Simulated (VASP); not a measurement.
Level of theory: PBE GGA, VASP's PBE PAW potentials (set 64) (plane waves; VASP).

A VASP calculation is set up with these files.

**INCAR**
```
PREC=Accurate
LREAL=.FALSE.   ! projection in real space or not
SYSTEM=Bi
SIGMA=0.1
NELM=100
ALGO=Normal   ! blocked Davidson
LMAXMIX=4
LASPH=.TRUE.   ! aspherical one-centre terms
GGA=PE   ! PBE
ENCUT=400   ! plane-wave cut-off (eV)
LWAVE=.FALSE.
ISMEAR=1   ! Methfessel-Paxton
ISIF=2
EDIFF=1E-6   ! SCF stop (eV)
LCHARG=.FALSE.
```

File KPOINTS:
```
Automatic mesh
0
Monkhorst-Pack
2 2 2
0 0 0
```

File POSCAR:
```
Bi
1
    4.2491360000    -2.3205000000     0.0000000000
    4.2491360000     2.3205000000     0.0000000000
    2.9818850000     0.0000000000     3.8142160000
Bi
2
Direct
  0.2340000000   0.2340000000   0.2340000000
  0.7660000000   0.7660000000   0.7660000000
```

POTCAR, in this order: Bi_d (PBE.64 set). Program: vasp_std.

**Question.** Estimate the energy per atom (σ→0), pressure, largest force.

**Answer.** 
- energy per atom (σ→0) = -4.144 eV/atom
- pressure = -1.87 GPa
- largest force = 0.125 eV/Å

### OSZICAR
```
...
DAV:   5    -0.828802773132E+01   -0.34643E-01   -0.34642E-01   109   0.591E+00    0.103E+00
DAV:   6    -0.828353675431E+01    0.44910E-02   -0.26061E-02    90   0.171E+00    0.618E-01
DAV:   7    -0.828577377728E+01   -0.22370E-02   -0.21911E-02    79   0.146E+00    0.152E-01
DAV:   8    -0.828620951555E+01   -0.43574E-03   -0.35906E-03    76   0.516E-01    0.249E-02
DAV:   9    -0.828623653686E+01   -0.27021E-04   -0.20647E-04    76   0.138E-01    0.164E-02
DAV:  10    -0.828624434382E+01   -0.78070E-05   -0.30615E-05    87   0.484E-02    0.451E-03
DAV:  11    -0.828624527990E+01   -0.93609E-06   -0.45528E-06    60   0.207E-02
   1 F= -.82862453E+01 E0= -.82872329E+01  d E =0.296295E-02
```

The compound is Bi in the a7 structure. The cell was not relaxed at this level. The k-mesh is coarse (spacing up to 0.82 per Å, 2π included), so the numbers may not be converged in it. The run is one of a series of settings (KPOINTS 2×2×2 Monkhorst-Pack mesh against the base run), some of them coarse on purpose.
